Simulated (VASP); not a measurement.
Consider the following.

```yaml
crystal:
  lattice:
    - [-1.65090, 1.62614, 1.62614]
    - [1.65090, -1.62614, 1.62614]
    - [1.65090, 1.62614, -1.62614]
  atoms:
    - { symbol: Nb, position: [0.00000, 0.00000, 0.00000] }
```

The numbers are results of r2SCAN meta-GGA, VASP's PBE PAW potentials (set 64) (plane waves; VASP), not measurements. Settings: 480 eV cut-off, 14×14×14 Γ-centred mesh, first-order Methfessel-Paxton smearing of 0.10 eV, potentials Nb_sv.

**Question.** Give the stress tensor in GPa (positive for a compressed cell).

**Answer.** 
```
4.59  0.00  0.00
0.00  6.28  0.00
0.00  0.00  6.28
```
The pressure is its mean diagonal, 5.72 GPa.

The compound is Nb in the bcc structure. This cell was strained or had an atom moved on purpose.
